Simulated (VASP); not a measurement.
Write the native input for VASP 6.6.1 that does the following.

| Quantity | Value |
| --- | --- |
| Task | core levels |
| Functional | LDA |
| Potentials or basis | VASP PAW LDA potentials, release 64 (Sn_d, Te) |
| Cutoff | 520 eV |
| k mesh | 4 × 4 × 4 |
| Occupations | methfessel-paxton, width 0.1 eV |
| Spin | no spin polarisation |
| Further INCAR settings | ALGO = Normal; EDIFF = 1e-06 |

The structure of SnTe lies in POSCAR:

```
SnTe
1.0
    0.0000000000      6.3017000000      6.3017000000
    6.3017000000      0.0000000000      6.3017000000
    6.3017000000      6.3017000000      0.0000000000
Sn Te
8 8
Direct
    0.0000000000      0.0000000000      0.0000000000
    0.0000000000      0.0000000000      0.5000000000
    0.0000000000      0.5000000000      0.0000000000
    0.0000000000      0.5000000000      0.5000000000
    0.5000000000      0.0000000000      0.0000000000
    0.5000000000      0.0000000000      0.5000000000
    0.5000000000      0.5000000000      0.0000000000
    0.5000000000      0.5000000000      0.5000000000
    0.2500000000      0.2500000000      0.2500000000
    0.2500000000      0.2500000000      0.7500000000
    0.2500000000      0.7500000000      0.2500000000
    0.2500000000      0.7500000000      0.7500000000
    0.7500000000      0.2500000000      0.2500000000
    0.7500000000      0.2500000000      0.7500000000
    0.7500000000      0.7500000000      0.2500000000
    0.7500000000      0.7500000000      0.7500000000
```

These files were run (other wordings do the same):

INCAR

```
PREC     = Accurate       # precision mode
ENCUT    = 520            # plane-wave cutoff, eV
EDIFF    = 1E-6           # SCF threshold, eV
ISMEAR   = 1              # smearing method
SIGMA    = 0.1            # smearing width, eV
LREAL    = F              # projectors in reciprocal space
LASPH    = T              # aspherical terms in the spheres
NELM     = 100            # most SCF steps
ALGO     = Normal         # electronic algorithm
ISIF     = 2              # what is computed and relaxed
LWAVE    = F              # write WAVECAR
LCHARG   = F              # write CHGCAR
ICORELEVEL= 1            
KPAR     = 4
```

KPOINTS

```
regular mesh
0
Gamma
  4 4 4
```

Potentials or basis: VASP PAW LDA potentials, release 64 (Sn_d, Te).

Run with:

```sh
$ cat potpaw_LDA.64/Sn_d/POTCAR potpaw_LDA.64/Te/POTCAR > POTCAR
$ mpirun -np 4 vasp_std > vasp.out
```

It gave:

```yaml
Pressure: -1.4 GPa
Band_gap_on_the_k_mesh: 0.12 eV
```

Caveat: spin-orbit coupling is left out, which moves the levels of the heavy elements.

It took 120 s on 4 MPI ranks on AMD EPYC 9R45 (Zen 5), on a shared host, peak memory 0.64 GiB a rank.
